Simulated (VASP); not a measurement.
OSZICAR of a VASP run on SnTe (rock salt):

**OSZICAR**
```
       N       E                     dE             d eps       ncg     rms          rms(c)
DAV:   1     0.123363075120E+03    0.12336E+03   -0.97754E+03   566   0.167E+03
DAV:   2     0.262336021211E+01   -0.12074E+03   -0.11830E+03   602   0.363E+02
DAV:   3    -0.725262151430E+01   -0.98760E+01   -0.98048E+01   752   0.960E+01
DAV:   4    -0.748418528706E+01   -0.23156E+00   -0.23152E+00   616   0.163E+01
DAV:   5    -0.749440061529E+01   -0.10215E-01   -0.10215E-01   834   0.320E+00    0.566E+00
DAV:   6    -0.745862814006E+01    0.35772E-01   -0.88242E-02   746   0.246E+00    0.356E+00
DAV:   7    -0.746007672405E+01   -0.14486E-02   -0.44744E-02   700   0.135E+00    0.589E-01
DAV:   8    -0.745956843629E+01    0.50829E-03   -0.72084E-03   682   0.801E-01    0.189E-01
DAV:   9    -0.745969898447E+01   -0.13055E-03   -0.42922E-04   674   0.240E-01    0.622E-02
DAV:  10    -0.745969521572E+01    0.37688E-05   -0.45694E-05   730   0.799E-02    0.266E-02
DAV:  11    -0.745969694796E+01   -0.17322E-05   -0.16380E-05   620   0.448E-02    0.373E-03
DAV:  12    -0.745969702213E+01   -0.74169E-07   -0.20619E-06   706   0.206E-02    0.385E-03
DAV:  13    -0.745969657949E+01    0.44265E-06   -0.18215E-07   540   0.323E-03    0.277E-03
DAV:  14    -0.745969676419E+01   -0.18470E-06   -0.44986E-08   322   0.230E-03    0.636E-04
DAV:  15    -0.745969681634E+01   -0.52150E-07   -0.10410E-08   286   0.136E-03
   1 F= -.83129785E+01 E0= -.83129785E+01  d E =-.514466E-17
```

Problem. Which electronic solver shows in the log?

Solution. It is blocked Davidson (ALGO = Normal, or the opening steps of other solvers). The INCAR had ALGO = Normal.

Problem. Can the final energy be trusted as converged?

Solution. The calculation finished and met its thresholds. It stopped with EDIFF = 1E-7, NELM = 100 (PBE GGA with D3 dispersion (Becke-Johnson damping), plane waves, VASP's PBE PAW potentials (set 64)).

The compound is SnTe in the rock salt structure, which distorts at low temperature. This cell is one point of a volume scan, at 0.94 of the reference volume.
